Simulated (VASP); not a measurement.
# TaTi under changes of volume

One of the cells (17.924 Å³/atom); the others are scaled copies at fixed shape and fractional positions:

```
Ta Ti
1.0
     1.64369   -2.31271    0.00000
     1.64369    2.31271    0.00000
     0.00000    0.00000    4.71515
Ta Ti
1 1
Direct
  0.00000 0.00000 0.00000
  0.50000 0.50000 0.50000
```

The cell comes from a database or a generator and needn't be the stable form of this composition.

* Program: VASP 6.6.1
* Functional: PBEsol
* Potentials or basis: VASP PAW PBE potentials, release 64 (Ta_pv, Ti_sv)
* Cutoff: 520 eV
* k mesh: 10 × 10 × 6
* Occupations: fermi-dirac, width 0.05 eV
* Spin: no spin polarisation

```csv
volume (Å³/atom),energy over the lowest point (meV/atom),pressure (GPa)
16.518,8.29,5.4
16.870,0.46,1.9
17.221,0.00,-1.4
17.924,18.81,-7.1
18.276,37.01,-9.5
18.627,?,?
```

**Question.** What does the run at 18.627 Å³/atom give?

**Answer.** Energy over the lowest point 60.40 meV/atom; pressure -11.8 GPa.

Worked out: A Birch-Murnaghan fit of order 3 (a polynomial in V^(-2/3)) to the other rows has its minimum at 17.07 Å³/atom with B0 = V·E''(V) = 155 GPa and B' = 3.2 at fixed shape and positions, which overstates the stiffness. It gives 60.36 meV/atom at 18.627 Å³/atom, against the run's 60.40, and -dE/dV = -11.8 GPa, against -11.8.

Energies are extrapolated to zero smearing.

Caveats: the PAW data sets were made with another functional, which shifts forces and pressure a little.
